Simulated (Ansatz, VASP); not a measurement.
This is a calculation of Zr3MoC for VASP 6.6.1. The cell comes from a database or a generator and needn't be the stable form of this composition.

File INCAR:

```
PREC = Accurate
ENCUT = 520
EDIFF = 1E-7
ISMEAR = -1
SIGMA = 0.05
LREAL = F
LASPH = T
NELM = 80
ALGO = Normal
ISIF = 2
LWAVE = F
LCHARG = F
GGA = PE
NBANDS = 35
```

KPOINTS

```
Automatic mesh
0
Gamma
  6 6 6
```

The input POSCAR:

```
Zr3MoC
1.0
    4.9425100000      0.0000000000      0.0000000000
    0.0000000000      4.9425100000      0.0000000000
    0.0000000000      0.0000000000      4.9425100000
Zr Mo C
3 1 1
Direct
    0.5000000000      0.0000000000      0.0000000000
    0.0000000000      0.5000000000      0.0000000000
    0.0000000000      0.0000000000      0.5000000000
    0.0000000000      0.0000000000      0.0000000000
    0.5000000000      0.5000000000      0.5000000000
```

Potentials or basis: VASP PAW PBE potentials, release 64 (Zr_sv, Mo_sv, C).

Launch:

```console
$ cat potpaw_PBE.64/Zr_sv/POTCAR potpaw_PBE.64/Mo_sv/POTCAR potpaw_PBE.64/C/POTCAR > POTCAR
$ mpirun -np 1 vasp_std > vasp.out
```

Translate it to Ansatz 0.2.0. Potentials or basis there: Ansatz PAW, cutoff 420 eV.

As run (cutoffs and basis follow the program's own potentials, and thresholds, step limits or extra output files can differ):

input.yaml

```yaml
crystal:
  lattice:
    - [4.94251, 0.0, 0.0]
    - [0.0, 4.94251, 0.0]
    - [0.0, 0.0, 4.94251]
  atoms:
    - { symbol: Zr, position: [0.5, 0.0, 0.0] }
    - { symbol: Zr, position: [0.0, 0.5, 0.0] }
    - { symbol: Zr, position: [0.0, 0.0, 0.5] }
    - { symbol: Mo, position: [0.0, 0.0, 0.0] }
    - { symbol: C, position: [0.5, 0.5, 0.5] }
hamiltonian:
  xc: pbe
  pseudopotentials: { kind: paw }
kpoints:
  mp_grid: { grid: [6, 6, 6] }
scf:
  occupations: { method: fermi_dirac, width: 0.05 }
output:
  forces: true
  stress: true
  eigenvalues: true
```

Potentials or basis: Ansatz PAW.

The run is started by

```sh
$ ansatz run input.yaml --threads 2 --pin off --max-ram 5120MiB --backend cpu --events-out ev --progress --plain --runs-dir out
```

Both were run:

|  | VASP | Ansatz |
| --- | --- | --- |
| Pressure | -0.1 GPa | -0.3 GPa |

Ansatz's pressure holds a Pulay term of +0.06 GPa for its cutoff of 420 eV, which the other run lacks.

Where Ansatz's input types no cutoff or centring, it takes its own default and a Γ-centred mesh.

Pressure is positive in compression.
